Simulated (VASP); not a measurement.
Input of a VASP 6.6.1 run:

The input INCAR:

```
SYSTEM = Cd4TeO3
PREC     = Normal         ! precision mode
ENCUT    = 520            ! plane-wave cutoff, eV
EDIFF    = 1E-4           ! SCF threshold, eV
ISMEAR   = 0              ! smearing method
SIGMA    = 0.15           ! smearing width, eV
LREAL    = .False.        ! projectors in reciprocal space
LASPH    = .True.         ! aspherical terms in the spheres
NELM     = 60             ! most SCF steps
ALGO     = Fast           ! electronic algorithm
ISIF     = 3              ! what is computed and relaxed
LWAVE    = .False.        ! write WAVECAR
LCHARG   = .False.        ! write CHGCAR
GGA      = PE             ! functional
IBRION   = 2              ! ionic algorithm
NSW      = 24             ! ionic steps
EDIFFG   = -0.08          ! ionic threshold
```

The input KPOINTS:

```
Automatic mesh
0
Gamma
  3 3 2
  0 0 0
```

The input POSCAR:

```
Cd4TeO3
1.0
    5.1990289500      0.0000000000      0.0000000000
   -2.5995144800      4.5024911500      0.0000000000
    0.0000000000      0.0000000000      7.7507262600
Cd Te O
4 1 3
Direct
    0.0000000000      0.0000000000      0.7230183300
    0.0000000000      0.0000000000      0.2769816700
    0.3333333300      0.6666666700      0.0000000000
    0.6666666700      0.3333333300      0.0000000000
    0.0000000000      0.0000000000      0.0000000000
    0.3333333300      0.6666666700      0.5000000000
    0.6666666700      0.3333333300      0.5000000000
    0.0000000000      0.0000000000      0.5000000000
```

Potentials or basis: VASP PAW PBE potentials, release 64 (Cd, Te, O).

Command:

```bash
$ cat potpaw_PBE.64/Cd/POTCAR potpaw_PBE.64/Te/POTCAR potpaw_PBE.64/O/POTCAR > POTCAR
$ mpirun -np 1 vasp_std > vasp.out
```

(1) Predict the band gap on the k mesh.

(2) Predict the space group after relaxing (to 0.05 Å).

## Answers

(1) none (metal or under the smearing width).

(2) P6/mmm (No. 191).

Caveat: the k mesh is coarse (spacing up to 0.47 Å⁻¹), so the values aren't converged.
